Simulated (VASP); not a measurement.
Energy against volume of Rh (fcc). Level of theory: SCAN meta-GGA, VASP's PBE PAW potentials (set 64) (plane waves; VASP). Settings: 520 eV cut-off, 16×16×16 Γ-centred mesh, first-order Methfessel-Paxton smearing of 0.10 eV, potentials Rh_pv.

```csv
V (Å³/atom),E (eV/atom)
12.737,-33.70186
13.144,-33.74271
13.550,-33.75635
13.957,-33.74739
```

Question: Fit these four points and predict the energy of the run at 14.364 Å³/atom.

Answer: A cubic in V^(−2/3), the third-order Birch-Murnaghan form, passes through the four points with V0 = 13.58 Å³/atom and B0 = 293 GPa, and gives -33.7196 eV/atom there. The run gave -33.7196 eV/atom, -0.0 meV/atom from the fit; all five points give B0 = 293 GPa.

The compound is Rh in the fcc structure. It was relaxed first.
